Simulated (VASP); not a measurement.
Data:

```xyz
6
Lattice="3.9766 0.0000 0.0000 -1.9883 3.4439 0.0000 0.0000 0.0000 5.0285" Properties=species:S:1:pos:R:3 pbc="T T T"
Ni     1.9883     1.1480     1.2571
Ni     0.0000     2.2959     3.7714
Ni     0.0000     0.0000     0.0000
Ni     0.0000     0.0000     2.5143
Ge     1.9883     1.1480     3.7714
Ge     0.0000     2.2959     1.2571
```

Calculation: r2SCAN meta-GGA, VASP's PBE PAW potentials (set 64) (plane waves; VASP 6.6.1). Settings: 400 eV cut-off, 10×10×7 Γ-centred mesh, tetrahedra with Blöchl corrections, potentials Ni Ge_d.

Give the energies of bands 25 to 38 at the high-symmetry points, in eV from the Fermi level.

| band | Γ | M | K | A | L | H |
|---|---|---|---|---|---|---|
| 25 | -1.72 | -2.19 | -2.14 | -1.36 | -2.17 | -2.15 |
| 26 | -1.29 | -2.13 | -1.96 | -1.36 | -2.17 | -2.15 |
| 27 | -1.29 | -1.77 | -1.81 | -1.36 | -1.57 | -1.55 |
| 28 | -1.26 | -1.46 | -1.81 | -1.36 | -1.57 | -1.55 |
| 29 | -1.26 | -1.41 | -1.77 | -1.17 | -1.53 | -1.30 |
| 30 | -1.03 | -1.35 | -1.49 | -1.17 | -1.53 | -1.30 |
| 31 | -0.61 | -1.22 | -1.49 | -1.17 | -1.23 | -1.14 |
| 32 | -0.61 | -1.20 | -1.12 | -1.17 | -1.23 | -1.14 |
| 33 | 0.11 | -1.03 | -1.12 | 1.66 | -0.87 | -1.13 |
| 34 | 2.49 | -0.67 | -0.57 | 1.66 | -0.87 | -1.13 |
| 35 | 2.81 | -0.56 | 0.49 | 3.37 | 0.93 | -0.23 |
| 36 | 2.81 | 0.78 | 0.49 | 3.37 | 0.93 | -0.23 |
| 37 | 3.01 | 1.82 | 1.19 | 3.37 | 2.74 | 5.56 |
| 38 | 3.01 | 3.27 | 1.19 | 3.37 | 2.74 | 5.56 |

It has no gap at this level: it comes out as a metal or semimetal.

The structure comes from a computed database's Ni2Ge entry (P6_3/mmc); how it stands against other phases isn't given here. It was relaxed first. The run is not spin-polarised, so no magnetic state was tried.
